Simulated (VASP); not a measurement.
Au (fcc): the cohesive energy from VASP (plane waves, PAW) at several levels of theory. Atoms are spin-polarised in a large box without symmetry, with the spin fixed by Hund's rule, and may not be in the lowest state of each functional; no zero-point energy is added. Spin-orbit coupling is left out, which shifts such energies by up to tenths of an eV for the heavy elements here.

| level | cohesive energy (eV/atom) | error against measurement |
|---|---|---|
| PBE | 3.03 | -20.8 % |
| RPBE | 2.44 | -36.2 % |
| PW91 | 3.07 | -19.7 % |
| PBE-D3(BJ) | 3.68 | -4.0 % |

Measured: 3.83 eV/atom at 0 K (as given by Daniel Mejia-Rodriguez et al., Physical Review B (2018), arXiv:1807.09216; static lattice: zero-point vibration energy added).

The cell of the PBE run:

```
Au
1.0
    0.00000     2.07799     2.07799
    2.07799     0.00000     2.07799
    2.07799     2.07799     0.00000
Au
1
Direct
  0.00000   0.00000   0.00000
```

Only levels that ran to the end are used. Left out are those held back, those with too coarse a band path, GW runs whose mesh misses a band edge, hybrids' fits of cells that aren't cubic and levels without matching references; a question may draw on a part of the rest.

The compound is Au in the fcc structure.
